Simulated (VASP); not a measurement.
A convergence study with VASP on MgH$_{2}$ (space group no. 136 when undisturbed): a few settings are varied, all else stays as given below, so the limit is that of these other settings. One atom is moved off its site, so that forces are finite.

```yaml
crystal:
  lattice:
    - [4.53356, 0.00000, 0.00000]
    - [0.00000, 4.53356, 0.00000]
    - [0.00000, 0.00000, 3.02906]
  atoms:
    - { symbol: Mg, position: [0.00000, 0.00000, 0.01651] }
    - { symbol: Mg, position: [0.50000, 0.50000, 0.50000] }
    - { symbol: H, position: [0.30400, 0.30400, 0.00000] }
    - { symbol: H, position: [0.80400, 0.19600, 0.50000] }
    - { symbol: H, position: [0.19600, 0.80400, 0.50000] }
    - { symbol: H, position: [0.69600, 0.69600, 0.00000] }
```

Level of theory: PBE GGA, VASP's PBE PAW potentials (set 64) (plane waves; VASP 6.6.1). The last row used: 300 eV cut-off, 11×11×16 Γ-centred mesh shifted by (0.5, 0.5, 0.5), Fermi-Dirac smearing of 0.010 eV, potentials Mg H.

```
setting        E (eV/atom)  pressure (GPa)  largest force (eV/Å)  irreducible k-points
-------------  -----------  --------------  --------------------  --------------------
1×1×2 mesh         -3.3450           -8.64                 0.278                     1
2×2×2 mesh             ___             ___                   ___                     2
2×2×3 mesh         -2.9408           -2.49                 0.243                     4
3×3×4 mesh         -2.9328           -2.27                 0.244                     8
3×3×5 mesh         -2.9325           -2.28                 0.244                    12
4×4×5 mesh         -2.9313           -2.25                 0.244                    18
4×4×6 mesh         -2.9314           -2.25                 0.244                    18
5×5×7 mesh         -2.9314           -2.24                 0.244                    36
5×5×8 mesh         -2.9315           -2.24                 0.244                    36
6×6×8 mesh         -2.9314           -2.24                 0.244                    48
6×6×9 mesh         -2.9314           -2.24                 0.244                    60
7×7×10 mesh        -2.9314           -2.24                 0.244                    80
8×8×11 mesh        -2.9314           -2.24                 0.244                   120
9×9×13 mesh        -2.9314           -2.24                 0.244                   175
10×10×14 mesh      -2.9314           -2.24                 0.244                   210
11×11×16 mesh      -2.9314           -2.24                 0.244                   288
```

Problem. Some entries are withheld; supply them.

Solution. 
- 2×2×2 mesh, E (eV/atom): -2.9666
- 2×2×2 mesh, pressure (GPa): -2.83
- 2×2×2 mesh, largest force (eV/Å): 0.247

Left out are rungs that failed or repeat a setting and relaxations that didn't move; long series are thinned to 24 rows.

The structure is a typed MgH2 crystal (space group no. 136). The cell was not relaxed at this level, it is distorted from the ideal structure.
